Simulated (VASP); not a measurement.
Given:

```
Ca
1.0
    0.00000     2.85282     2.85282
    2.85282     0.00000     2.85282
    2.85282     2.85282     0.00000
Ca
1
Direct
  0.00000   0.00000   0.00000
```

Computed with PBE GGA, VASP's PBE PAW potentials (set 64) (plane waves; VASP 6.6.1). Numerical set-up: 300 eV cut-off, 10×10×10 Γ-centred mesh, Gaussian smearing of 0.27 eV, potentials Ca_sv.

At this cut-off the stress carries a Pulay error, which pulls relaxed volumes low.

What does the run give for the energy per atom (σ→0), pressure, band gap (on the k-mesh) with the smallest direct gap where there is one?

```yaml
band gap (on the k-mesh): none (metal, semimetal or under 0.01 eV)
energy per atom (σ→0): -185.2 kJ/mol of atoms
pressure: -1.55 GPa
```

Only differences to runs with the same potentials and settings are physical.

The structure comes from a computed database's Ca entry; how it stands against other phases isn't given here. The cell was not relaxed at this level.
